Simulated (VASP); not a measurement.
Consider the following.

```
CELL_PARAMETERS angstrom
      3.76735     0.00000     0.00000
      0.00000     3.76735     0.00000
      0.00000     0.00000     4.63971
ATOMIC_POSITIONS crystal
  Sn 0.00000 0.50000 0.24793
  Sn 0.50000 0.00000 0.75207
  O  0.50000 0.50000 0.00000
  O  0.00000 0.00000 0.00000
```

These are LDA (Ceperley-Alder, Perdew-Zunger) with spin-orbit coupling, VASP's LDA PAW potentials (set 64) (plane waves; VASP) values and carry that method's errors. Settings: 520 eV cut-off, 7×7×6 Γ-centred mesh, Gaussian smearing of 0.050 eV, potentials Sn_d O.

**Question.** What does the run give for the energy per atom (σ→0), band gap (over mesh and band path) with the smallest direct gap where there is one?

**Answer.** 
```yaml
band gap (over mesh and band path): none (metal, semimetal or under 0.01 eV)
energy per atom (σ→0): -6.453 eV/atom
```

Only differences to runs with the same potentials and settings are physical.

The structure comes from a computed database's SnO entry (P4/nmm); how it stands against other phases isn't given here. It was relaxed first, which changed the volume by -7 %.
